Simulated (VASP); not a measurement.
An input for Quantum ESPRESSO's pw.x (written as the equivalent of a VASP run, and not itself run):

```
&CONTROL
  calculation = 'vc-relax'
  pseudo_dir = './pseudo'
  outdir = './out'
  tprnfor = .true.
  tstress = .true.
  nstep = 50
  forc_conv_thr = 0.00039
/
&SYSTEM
  ibrav = 0
  nat = 2
  ntyp = 1
  ecutwfc = 36
  occupations = 'smearing'
  smearing = 'gaussian'
  degauss = 0.003675
  input_dft = 'pbe'
/
&ELECTRONS
  conv_thr = 7.3e-08
  electron_maxstep = 100
/
&IONS
/
&CELL
  press = 100
/
ATOMIC_SPECIES
  Si 28.085 Si.upf
CELL_PARAMETERS angstrom
     0.0000000    2.7063350    2.7063350
     2.7063350    0.0000000    2.7063350
     2.7063350    2.7063350    0.0000000
ATOMIC_POSITIONS crystal
  Si   0.2500000  0.2500000  0.2500000
  Si   0.0000000  0.0000000  0.0000000
K_POINTS automatic
  9 9 9 0 0 0
```

Q: Translate this input to VASP (INCAR, KPOINTS, POSCAR, choice of POTCAR).

A: One answer among several that fit: 
INCAR:
```
SYSTEM  =  Si
PREC  =  Accurate; ENCUT  =  300; LREAL  =  .FALSE.
LASPH  =  .TRUE.
EDIFF  =  1E-6; NELM  =  100; ALGO  =  Normal
ISMEAR  =  0; SIGMA  =  0.05
GGA  =  PE
IBRION  =  2; NSW  =  50; ISIF  =  3
EDIFFG  =  -0.01; PSTRESS  =  100
LWAVE  =  .FALSE.; LCHARG  =  .FALSE.
```

### POSCAR
```
Si
1
    0.0000000000     2.7063350000     2.7063350000
    2.7063350000     0.0000000000     2.7063350000
    2.7063350000     2.7063350000     0.0000000000
Si
2
Direct
  0.2500000000   0.2500000000   0.2500000000
  0.0000000000   0.0000000000   0.0000000000
```

KPOINTS:
```
Automatic mesh
0
Gamma
9 9 9
0 0 0
```

POTCAR, in this order: Si (PBE.64 set). Program: vasp_std.

The two are equivalent in intent, not identical: the potentials are each code's own (VASP's PAW set, PseudoDojo norm-conserving files in pw.x), so ENCUT and ecutwfc are chosen apart and not converted; conv_thr bounds pw.x's estimated SCF error, while EDIFF bounds the energy change between steps; forc_conv_thr acts on force components and is met together with etot_conv_thr.

The structure comes from a computed database's Si entry; how it stands against other phases isn't given here. This run relaxes it under an external pressure of 10 GPa. Symmetry was kept, so distortions that lower it aren't found. The run is one of a series of settings (EDIFFG = -0.01, IBRION = 2, ISIF = 3, NSW = 50, PSTRESS = 100 against the base run), some of them coarse on purpose.
